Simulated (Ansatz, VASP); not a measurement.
One calculation of InHRh, two programs

```
In H Rh
1.0
     3.72924    0.00000    0.00000
     0.00000    3.72924    0.00000
     0.00000    0.00000    3.10238
In H Rh
1 1 1
Cartesian
  1.8646 1.8646 0.0000
  1.8646 1.8646 1.5512
  0.0000 0.0000 0.0000
```

Alike in both runs: task single point; functional PBE; k mesh 6 × 6 × 6; occupations gaussian, width 0.1 eV; no spin polarisation.

|  | VASP | Ansatz |
| --- | --- | --- |
| version | VASP 6.6.1 | Ansatz 0.2.0 |
| potentials or method | VASP PAW PBE potentials, release 64 (In_d, H, Rh_pv) | scalar-relativistic, plane waves, PAW |
| plane-wave cutoff (eV) | 520 | 420 |
| valence electrons in the cell | 29 | 31 |

|  | VASP | Ansatz | Ansatz less VASP |
| --- | --- | --- | --- |
| gap on the k mesh at the Fermi level (eV) | none | none | - |
| pressure (GPa) | 20.3 | 20.4 | +0.13 |
| largest component of the traceless stress (GPa) | 25.51 | 26.00 | +0.493 |

A gap of «none» marks a metal or a gap that the smearing closes. The two sets of potentials don't hold the same shells in valence.

Caveats: so large a pressure means that the cell lies far from this level's equilibrium, or that cutoff or potentials fall short (VASP).
